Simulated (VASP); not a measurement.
The input files of a VASP run:

**POSCAR**
```
AgI
1.0
  2.2807202879  -3.9503238058   0.0000000000
  2.2807202879   3.9503238058   0.0000000000
  0.0000000000   0.0000000000   7.4467632806
Ag I
2 2
Cartesian
  2.2807202879  -1.3167772355   3.7239859660
  2.2807202879   1.3167772355   0.0006043257
  2.2807202879  -1.3167772355   6.5153135448
  2.2807202879   1.3167772355   2.7919319045
```

INCAR:
```
LCHARG  =  F
ISIF  =  3   # ions, shape and volume
NELM  =  100   # most electronic steps
IBRION  =  2   # conjugate gradients
ALGO  =  Normal   # blocked Davidson
AGGAC  =  0.0
SIGMA  =  0.05   # width (eV)
SYSTEM  =  AgI
LASPH  =  T   # aspherical one-centre terms
ENCUT  =  520
EDIFF  =  1E-6   # SCF stop (eV)
PREC  =  Accurate
ISMEAR  =  0   # Gaussian
EDIFFG  =  -0.02   # ionic stop
LREAL  =  F   # projection in real space or not
LMAXMIX  =  4
GGA  =  BO
PARAM1  =  0.1833333333
LWAVE  =  F
PARAM2  =  0.22
LUSE_VDW  =  T
NSW  =  60   # most ionic steps
```

### KPOINTS
```
kpoints
0
G
 5 5 3
0 0 0
```

POTCAR, in this order: Ag I (PBE.64 set). Program: vasp_std.

Q: Write an equivalent input for Quantum ESPRESSO's pw.x.

A: One equivalent input (not run):
```
&CONTROL
  calculation = 'vc-relax'
  pseudo_dir = './pseudo'
  outdir = './out'
  tprnfor = .true.
  tstress = .true.
  nstep = 60
  forc_conv_thr = 0.00078
/
&SYSTEM
  ibrav = 0
  nat = 4
  ntyp = 2
  ecutwfc = 82
  occupations = 'smearing'
  smearing = 'gaussian'
  degauss = 0.003675
  input_dft = 'vdw-df-obk8'
/
&ELECTRONS
  conv_thr = 7.3e-08
  electron_maxstep = 100
/
&IONS
/
&CELL
/
ATOMIC_SPECIES
  Ag 107.868 Ag.upf
  I 126.904 I.upf
CELL_PARAMETERS angstrom
     2.2807203   -3.9503238    0.0000000
     2.2807203    3.9503238    0.0000000
    -0.0000000    0.0000000    7.4467633
ATOMIC_POSITIONS crystal
  Ag   0.6666670  0.3333330  0.5000812
  Ag   0.3333330  0.6666670  0.0000812
  I    0.6666670  0.3333330  0.8749188
  I    0.3333330  0.6666670  0.3749188
K_POINTS automatic
  5 5 3 0 0 0
```
The two are equivalent in intent, not identical: the potentials are each code's own (VASP's PAW set, PseudoDojo norm-conserving files in pw.x), so ENCUT and ecutwfc are chosen apart and not converted; conv_thr bounds pw.x's estimated SCF error, while EDIFF bounds the energy change between steps; forc_conv_thr acts on force components and is met together with etot_conv_thr.

The compound is AgI in the wurtzite structure. This run relaxes it. Symmetry was kept, so distortions that lower it aren't found. The start is the result of an earlier pass.
